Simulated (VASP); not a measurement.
GaP:

```
Ga P
1.0
     0.00000    2.72525    2.72525
     2.72525    0.00000    2.72525
     2.72525    2.72525    0.00000
Ga P
1 1
Direct
  0.00000 0.00000 0.00000
  0.25000 0.25000 0.25000
```

* Program: VASP 6.6.1
* Task: relaxation of cell and atoms
* Functional: PBE
* Potentials or basis: VASP PAW PBE potentials, release 64 (Ga, P)
* Cutoff: 520 eV
* k mesh: 10 × 10 × 10
* Occupations: gaussian, width 0.02 eV
* Spin: no spin polarisation

At the start: pressure 4.0 GPa; volume 20.24 Å³/atom.

Q: How do energy, volume and symmetry change on relaxing?

A: Over 3 steps the energy falls by 11.2 meV/atom and the volume is 21.18 Å³/atom (+4.6 %); space group F-43m (No. 216, to 0.05 Å).

The path:
```tsv
step	energy change (eV)	largest force (eV/Å)	pressure (GPa)	volume (Å³)
1	0.0000	0.0000	3.97	40.48
2	-0.0153	0.0000	-1.95	43.49
3	-0.0224	0.0000	0.00	42.36
```

Final structure:
```yaml
crystal:
  lattice:
    - [0.00000, 2.76685, 2.76685]
    - [2.76685, 0.00000, 2.76685]
    - [2.76685, 2.76685, 0.00000]
  atoms:
    - { symbol: Ga, position: [0.00000, 0.00000, 0.00000] }
    - { symbol: P, position: [0.25000, 0.25000, 0.25000] }
```
